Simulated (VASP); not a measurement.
A convergence study with VASP on ZnSe (zinc blende): one setting is varied, all else stays as given below, so the limit is that of these other settings.

```
CELL_PARAMETERS angstrom
      0.00000     2.83500     2.83500
      2.83500     0.00000     2.83500
      2.83500     2.83500     0.00000
ATOMIC_POSITIONS crystal
  Zn 0.00000 0.00000 0.00000
  Se 0.25000 0.25000 0.25000
```

Method: PBE GGA, VASP's PBE PAW potentials (set 64) (plane waves; VASP). The tightest run used: 550 eV cut-off, 17×17×17 Γ-centred mesh, Gaussian smearing of 0.050 eV, potentials Zn Se.

Q: The settings run are 1×1×1 mesh; 2×2×2 mesh; 3×3×3 mesh; 4×4×4 mesh; 5×5×5 mesh; 6×6×6 mesh; 7×7×7 mesh; 8×8×8 mesh; 9×9×9 mesh; 10×10×10 mesh; 11×11×11 mesh; 12×12×12 mesh; 13×13×13 mesh; 14×14×14 mesh; 15×15×15 mesh; 16×16×16 mesh; 17×17×17 mesh. From which on does the energy per atom stay within 0.005 eV/atom of the tightest run?

A: From 6×6×6 mesh on: it is off by 0.0030 there and by no more than 0.005 in any finer run, while 5×5×5 mesh is off by 0.0095.
```
setting        E (eV/atom)  pressure (GPa)  irreducible k-points  difference judged (eV/atom)
-------------  -----------  --------------  --------------------  ---------------------------
1×1×1 mesh          3.7458           48.64                     1                       6.7566
2×2×2 mesh         -2.2752            8.08                     3                       0.7357
3×3×3 mesh         -2.8702            3.59                     4                       0.1406
4×4×4 mesh         -2.9770            2.60                     8                       0.0338
5×5×5 mesh         -3.0013            2.35                    10                       0.0095
6×6×6 mesh         -3.0078            2.29                    16                       0.0030
7×7×7 mesh         -3.0098            2.27                    20                       0.0010
8×8×8 mesh         -3.0104            2.27                    29                       0.0004
9×9×9 mesh         -3.0107            2.27                    35                       0.0002
10×10×10 mesh      -3.0107            2.27                    47                       0.0001
11×11×11 mesh      -3.0108            2.26                    56                       0.0000
12×12×12 mesh      -3.0108            2.26                    72                       0.0000
13×13×13 mesh      -3.0108            2.27                    84                       0.0000
14×14×14 mesh      -3.0108            2.26                   104                       0.0000
15×15×15 mesh      -3.0108            2.27                   120                       0.0000
16×16×16 mesh      -3.0108            2.26                   145                       0.0000
17×17×17 mesh      -3.0108            2.27                   165                       0.0000
```

Left out are rungs that failed or repeat a setting and relaxations that didn't move; long series are thinned to 24 rows.

The compound is ZnSe in the zinc blende structure. The cell was not relaxed at this level.
